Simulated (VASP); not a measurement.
## TiO2 (Rutile): what each functional gives, and what it costs

Which functional reproduces the measured band gap of TiO2 (Rutile), and what does it cost? The levels: LDA, PBE, r2SCAN, TB-mBJ, AM05, TPSS and HSE06. The start is a cell from a database of measured crystal structures.

Main program and level: VASP 6.6.1; LDA; plane waves and PAW (Ti_sv, O), in the first sound run; inputs show where later runs differ.

Experimental background.

“Polaron-induced phonon localization and stiffening in rutile TiO2” (2016, arxiv:1612.05679) quotes from earlier work for TiO2, rutile (bulk crystal): band gap (experimental band gap, quoted) 3.03 eV [literature value quoted in passing in the theory discussion; measurement method and …].

**1. Set-up**

The structure is tetragonal, space group P4_2/mnm (No. 136). Conventional cell: a = 4.592 Å, b = 4.592 Å, c = 2.957 Å, α = 90.00°, β = 90.00°, γ = 90.00°. Ti has 6 O at 1.95 to 1.98 Å nearest. Nearest to O lie 3 Ti at 1.95 to 1.98 Å. Farther neighbours and most contacts between anions are not listed.

**2. Bands with LDA**

Levels along the symmetry lines show where the bands peak and cross; KPOINTS_OPT computes them in the converged potential. LDA, the lowest rung, knows the local density alone.

The input, INCAR:

```
SYSTEM = TiO2
PREC = Accurate
ENCUT = 520
EDIFF = 1E-06
NELM = 100
ISMEAR = 0
SIGMA = 0.02
LREAL = .FALSE.
ALGO = Normal
GGA = CA
NBANDS = 40
LASPH = .TRUE.
LORBIT = 11
LWAVE = .FALSE.
LCHARG = .FALSE.
KPAR = 4
NCORE = 2
```

The input, POSCAR:

```
TiO2
1.0
    4.5922000000      0.0000000000      0.0000000000
    0.0000000000      4.5922000000      0.0000000000
    0.0000000000      0.0000000000      2.9574000000
Ti O
2 4
Direct
    0.0000000000      0.0000000000      0.0000000000
    0.5000000000      0.5000000000      0.5000000000
    0.3049600000      0.3049600000      0.0000000000
    0.1950400000      0.8049600000      0.5000000000
    0.6950400000      0.6950400000      0.0000000000
    0.8049600000      0.1950400000      0.5000000000
```

The input, KPOINTS:

```
Automatic mesh
0
Gamma
3 3 5
0 0 0
```

The input, KPOINTS_OPT:

```
Line mode
16
Line-mode
Reciprocal
  0.00000000   0.00000000   0.00000000 GAMMA
  0.00000000   0.50000000   0.00000000 X

  0.00000000   0.50000000   0.00000000 X
  0.50000000   0.50000000   0.00000000 M

  0.50000000   0.50000000   0.00000000 M
  0.00000000   0.00000000   0.00000000 GAMMA

  0.00000000   0.00000000   0.00000000 GAMMA
  0.00000000   0.00000000   0.50000000 Z

  0.00000000   0.00000000   0.50000000 Z
  0.00000000   0.50000000   0.50000000 R

  0.00000000   0.50000000   0.50000000 R
  0.50000000   0.50000000   0.50000000 A

  0.50000000   0.50000000   0.50000000 A
  0.00000000   0.00000000   0.50000000 Z

  0.00000000   0.50000000   0.00000000 X
  0.00000000   0.50000000   0.50000000 R

  0.50000000   0.50000000   0.00000000 M
  0.50000000   0.50000000   0.50000000 A
```

PAW data sets: Ti_sv and O (PBE family, release 64).

Command:

```
> mpirun -np 8 vasp_std
```

Output:

```text
[banner, memory and clock lines left out]
running    8 mpi-ranks, on    1 nodes
 distrk:  each k-point on    2 cores,    4 groups
 distr:  one band on    2 cores,    1 groups

 POSCAR found type information on POSCAR TiO
 POSCAR found :  2 types and       6 ions
|                                                                             |
|               ----> ADVICE to this user running VASP <----                  |
|                                                                             |
|     You enforced a specific xc type in the INCAR file but a different       |
|     [... a line on the potential file left out ...]
|     I HOPE YOU KNOW WHAT YOU ARE DOING!                                     |
|                                                                             |

 LDA part: xc-table for (Slater(with rela. corr.)+CA(PZ))
 , standard interpolation
 POSCAR, INCAR and KPOINTS ok, starting setup
 FFT: planning ... GRIDC
 FFT: planning ... GRID_SOFT
 FFT: planning ... GRID
 WAVECAR not read
 entering main loop
       N       E                     dE             d eps       ncg     rms          rms(c)
DAV:   1     0.625374221602E+03    0.62537E+03   -0.23120E+04   720   0.142E+03
DAV:   2     0.821659254827E+01   -0.61716E+03   -0.56042E+03   720   0.444E+02
DAV:   3    -0.705510644117E+02   -0.78768E+02   -0.76930E+02   920   0.157E+02
DAV:   4    -0.754183020851E+02   -0.48672E+01   -0.48420E+01  1064   0.336E+01
DAV:   5    -0.755861627780E+02   -0.16786E+00   -0.16785E+00   896   0.481E+00    0.316E+01
DAV:   6    -0.599378062738E+02    0.15648E+02   -0.36973E+01   960   0.725E+01    0.120E+01
DAV:   7    -0.592757234561E+02    0.66208E+00   -0.70424E+00   872   0.268E+01    0.986E+00
DAV:   8    -0.589405503837E+02    0.33517E+00   -0.53849E-01   864   0.762E+00    0.485E+00
DAV:   9    -0.590173668038E+02   -0.76816E-01   -0.39268E-01  1104   0.719E+00    0.329E+00
DAV:  10    -0.589398340344E+02    0.77533E-01   -0.10798E-01   936   0.345E+00    0.218E+00
DAV:  11    -0.588999146057E+02    0.39919E-01   -0.68657E-02   816   0.344E+00    0.306E-01
DAV:  12    -0.588993836159E+02    0.53099E-03   -0.77825E-03   896   0.683E-01    0.204E-01
DAV:  13    -0.588992161592E+02    0.16746E-03   -0.52349E-04   896   0.189E-01    0.144E-01
DAV:  14    -0.588989767253E+02    0.23943E-03   -0.48168E-04   960   0.128E-01    0.473E-02
DAV:  15    -0.588989844521E+02   -0.77268E-05   -0.47203E-05   792   0.421E-02    0.418E-02
DAV:  16    -0.588989663759E+02    0.18076E-04   -0.16946E-05  1000   0.512E-02    0.134E-02
DAV:  17    -0.588989661908E+02    0.18514E-06   -0.30276E-06   824   0.120E-02
   1 F= -.58898966E+02 E0= -.58898966E+02  d E =-.940437E-38
 Start KPOINTS_OPT (optional k-point list driver)
k-point batch [1-9\144]
       N       E                     dE             ncg
DAV:   1     0.318591464977E+03   -0.13643E+04      728
DAV:   2    -0.475041283332E+04   -0.50690E+04      768
DAV:   3    -0.537564551095E+04   -0.62523E+03      936
DAV:   4    -0.541459791764E+04   -0.38952E+02     1048
DAV:   5    -0.541579722455E+04   -0.11993E+01      840
DAV:   6    -0.541582411752E+04   -0.26893E-01      952
DAV:   7    -0.541582468361E+04   -0.56609E-03      864
DAV:   8    -0.541582468854E+04   -0.49287E-05      872
DAV:   9    -0.541582468859E+04   -0.46025E-07      504
[...]
k-point batch [136-144\144]
       N       E                     dE             ncg
DAV:   1     0.268528282382E+03   -0.16435E+05      720
DAV:   2    -0.478940525185E+04   -0.50579E+04      744
DAV:   3    -0.540587592212E+04   -0.61647E+03      976
DAV:   4    -0.544834324420E+04   -0.42467E+02     1008
DAV:   5    -0.544971537529E+04   -0.13721E+01      928
DAV:   6    -0.544973202285E+04   -0.16648E-01      928
DAV:   7    -0.544973221933E+04   -0.19648E-03      888
DAV:   8    -0.544973222270E+04   -0.33717E-05      752
DAV:   9    -0.544973222276E+04   -0.58937E-07      520
```

Run time: 65 s. Hardware: 8 MPI ranks of AMD EPYC 7R43, shared host; peak memory 1 GiB; 6.8 min of CPU time.

The logs omit lines about the potential files and the build; timing stands in the text.

From OUTCAR (step 2):

```text
ion  position               nearest neighbor table
   1  0.000  0.000  0.000-   4 1.95   6 1.95   4 1.95   6 1.95   5 1.98   3 1.98
   2  0.500  0.500  0.500-   3 1.95   5 1.95   3 1.95   5 1.95   4 1.98   6 1.98
   3  0.305  0.305  0.000-   2 1.95   2 1.95   1 1.98
   4  0.195  0.805  0.500-   1 1.95   1 1.95   2 1.98
   5  0.695  0.695  0.000-   2 1.95   2 1.95   1 1.98
   6  0.805  0.195  0.500-   1 1.95   1 1.95   2 1.98

  LATTYP: Found a simple tetragonal cell.
 ALAT       =     4.5922000000
 C/A-ratio  =     0.6440050520

 Subroutine GETGRP returns: Found 16 space group operations
 (whereof  8 operations were pure point group operations)

The static configuration has the point symmetry D_2h.
 The point group associated with its full space group is D_4h.

 Found      9 irreducible k-points:

   k-points           NKPTS =      9   k-points in BZ     NKDIM =      9   number of bands    NBANDS=     40

   dimension x,y,z NGX =    36 NGY =   36 NGZ =   24
   dimension x,y,z NGXF=    72 NGYF=   72 NGZF=   48

   ENCUT  =  520.0 eV  38.22 Ry    6.18 a.u.   8.54  8.54  5.50*2*pi/ulx,y,z

   NELECT =      48.0000    total number of electrons

 k-points in reciprocal lattice and weights: Automatic mesh
   0.00000000  0.00000000  0.00000000       0.022
   0.33333333  0.00000000  0.00000000       0.089
   0.33333333  0.33333333  0.00000000       0.089
   0.00000000  0.00000000  0.20000000       0.044
   0.33333333  0.00000000  0.20000000       0.178
   0.33333333  0.33333333  0.20000000       0.178
   0.00000000  0.00000000  0.40000000       0.044
   0.33333333  0.00000000  0.40000000       0.178
   0.33333333  0.33333333  0.40000000       0.178

 average (electrostatic) potential at core
       1 -75.8610       2 -75.8610       3 -69.2296       4 -69.2296       5 -69.2296
       6 -69.2296

 E-fermi :   4.6750

 k-point     1 :       0.0000    0.0000    0.0000
  band No.  band energies     occupation
    ...
     20       2.4984      2.00000
     21       3.7955      2.00000
     22       4.0471      2.00000
     23       4.0471      2.00000
     24       4.4969      2.00000
     25       6.2723      0.00000
     26       6.5693      0.00000
     27       6.8221      0.00000
     28       6.9119      0.00000
     29       6.9119      0.00000
    ...

 k-point     2 :       0.3333    0.0000    0.0000
  band No.  band energies     occupation
    ...
     20       2.4664      2.00000
     21       2.5973      2.00000
     22       3.2157      2.00000
     23       3.5959      2.00000
     24       4.0894      2.00000
     25       6.7290      0.00000
     26       6.9824      0.00000
     27       7.2743      0.00000
     28       7.3513      0.00000
     29       7.4826      0.00000
    ...

 k-point     3 :       0.3333    0.3333    0.0000
  band No.  band energies     occupation
    ...
     20       2.6627      2.00000
     21       2.8528      2.00000
     22       2.9676      2.00000
     23       3.2484      2.00000
     24       3.8015      2.00000
     25       6.3385      0.00000
     26       6.8333      0.00000
     27       6.9285      0.00000
     28       7.3199      0.00000
     29       7.9442      0.00000
    ...

  Total       -2.3018383     -2.3018383     -3.2685036     -0.0000000      0.0000000      0.0000000
  in kB      -59.1335210    -59.1335210    -83.9668550     -0.0000000      0.0000000      0.0000000
  external PRESSURE =     -67.4112990 kB  Pullay stress =       0.0000000 kB

  energy-cutoff  :      520.00
  volume of cell :       62.37
      direct lattice vectors                 reciprocal lattice vectors
     4.592200000  0.000000000  0.000000000     0.217760550  0.000000000  0.000000000
     0.000000000  4.592200000  0.000000000     0.000000000  0.217760550  0.000000000
     0.000000000  0.000000000  2.957400000     0.000000000  0.000000000  0.338134848

 POSITION                                       TOTAL-FORCE (eV/Angst)
 -----------------------------------------------------------------------------------
      0.00000      0.00000      0.00000         0.000000      0.000000      0.000000
      2.29610      2.29610      1.47870         0.000000      0.000000      0.000000
      1.40044      1.40044      0.00000        -0.004266     -0.004266     -0.000000
      0.89566      3.69654      1.47870         0.004266     -0.004266      0.000000
      3.19176      3.19176      0.00000         0.004266      0.004266      0.000000
      3.69654      0.89566      1.47870        -0.004266      0.004266      0.000000
 -----------------------------------------------------------------------------------
    total drift:                                0.000000      0.000000     -0.000000

  FREE ENERGIE OF THE ION-ELECTRON SYSTEM (eV)
  ---------------------------------------------------
  free  energy   TOTEN  =       -58.8989661908 eV

  energy  without entropy=      -58.8989661908  energy(sigma->0) =      -58.89896619

 total charge
# of ion       s       p       d       tot
------------------------------------------
    1        2.226   6.310   1.747  10.282
    2        2.226   6.310   1.747  10.282
    3        1.559   3.474   0.000   5.033
    4        1.559   3.474   0.000   5.033
    5        1.559   3.474   0.000   5.033
    6        1.559   3.474   0.000   5.033
--------------------------------------------------
tot         10.688  26.514   3.494  40.696

[... 3 further parts left out ...]
```

The PAW data sets were made with PBE, though LDA sets exist; this is a small mismatch. At this level the cell is under a tension of 6.7 GPa, so at these settings it is away from equilibrium.

Numbers from this step:

| Property | Result |
| --- | --- |
| SCF cycles | 17 |
| electrons | 48 |
| bands | 40 |
| irreducible k-points | 9 |
| symmetry operations | 16 |
| free energy (TOTEN) | -58.8990 eV |
| Fermi energy | 4.675 eV |
| pressure | -6.741 GPa |
| metallic | no |
| least gap on mesh and path | 1.775 eV |
| least direct gap on mesh and path | 1.775 eV |
| valence top at k | 0, 0, 0 |
| conduction bottom at k | 0, 0, 0 |
| least direct gap at k | 0, 0, 0 |

The electronic bands at the labelled points (eV, zero at the valence-band top; v1 is the highest filled band, c1 the lowest empty one):

```csv
point,v4,v3,v2,v1,c1,c2,c3,c4
Γ,-0.70,-0.45,-0.45,0.00,1.77,2.07,2.32,2.41
0.53 of the way,-1.57,-1.11,-0.85,-0.27,2.11,2.42,2.67,2.75
X,-1.66,-1.66,-0.76,-0.76,2.46,2.46,2.95,2.95
0.47 of the way,-1.51,-1.51,-1.08,-1.08,2.22,2.22,2.72,2.72
M,-1.31,-1.31,-1.07,-1.07,1.82,1.82,2.44,2.44
0.53 of the way,-1.70,-1.12,-1.07,-0.35,1.86,2.42,2.50,2.95
Γ,-0.70,-0.45,-0.45,0.00,1.77,2.07,2.32,2.41
0.53 of the way,-1.75,-1.62,-1.62,-0.57,2.15,2.50,2.83,3.14
Z,-2.44,-2.44,-1.44,-1.44,2.91,2.91,3.09,3.09
0.47 of the way,-1.88,-1.88,-1.64,-1.64,2.43,2.43,3.10,3.10
R,-2.08,-2.08,-1.05,-1.05,1.80,1.80,3.11,3.11
0.47 of the way,-1.59,-1.59,-0.91,-0.91,2.04,2.04,3.12,3.12
A,-1.31,-1.31,-0.68,-0.68,2.51,2.51,3.13,3.13
0.53 of the way,-1.95,-1.68,-1.41,-1.32,2.05,2.72,3.10,3.11
Z,-2.44,-2.44,-1.44,-1.44,2.91,2.91,3.09,3.09
jump to X,-1.66,-1.66,-0.76,-0.76,2.46,2.46,2.95,2.95
0.47 of the way,-2.04,-2.04,-0.83,-0.83,2.52,2.52,3.10,3.10
R,-2.08,-2.08,-1.05,-1.05,1.80,1.80,3.11,3.11
jump to M,-1.31,-1.31,-1.07,-1.07,1.82,1.82,2.44,2.44
0.53 of the way,-1.78,-1.78,-1.29,-1.29,2.67,2.67,2.84,2.84
A,-1.31,-1.31,-0.68,-0.68,2.51,2.51,3.13,3.13
```

Of the projections kept (Ti, O), the largest for each band there; the rest of the weight can lie on other orbitals:

```csv
point,v4,v3,v2,v1,c1,c2,c3,c4
Γ,O 0.96,O 0.99,O 0.99,O 0.95,Ti 0.98,Ti 0.90,Ti 0.96,Ti 1.00
X,O 0.83,O 0.83,O 0.96,O 0.96,Ti 0.87,Ti 0.87,Ti 0.91,Ti 0.91
M,O 0.93,O 0.93,O 0.94,O 0.94,Ti 0.96,Ti 0.96,Ti 1.00,Ti 1.00
Γ,O 0.96,O 0.99,O 0.99,O 0.95,Ti 0.98,Ti 0.90,Ti 0.96,Ti 1.00
Z,O 0.82,O 0.82,O 0.87,O 0.87,Ti 0.84,Ti 0.84,Ti 0.96,Ti 0.96
R,O 0.74,O 0.74,O 0.99,O 0.99,Ti 0.99,Ti 0.99,Ti 0.97,Ti 0.97
```

The gap is 1.77 eV, direct at Γ. The gap lies -1.26 eV from the measured 3.03 eV.

(Continued in part 2 of 5.)

[Lines on the potential files, build, host, timing and source positions are cut from VASP's logs without a mark.]

[Logs are printed without paths, hosts, clocks, repeated set-up lines and the standing remarks that a program may print on its own settings, such as how far it seeks lower states.]

[Hosts, paths, dates, database ids (printed as entryN), source tags and the programs' standing remarks are cut or masked in the printed files.]

[A measured line is paired with the nearest computed mode of its activity, which favours agreement.]
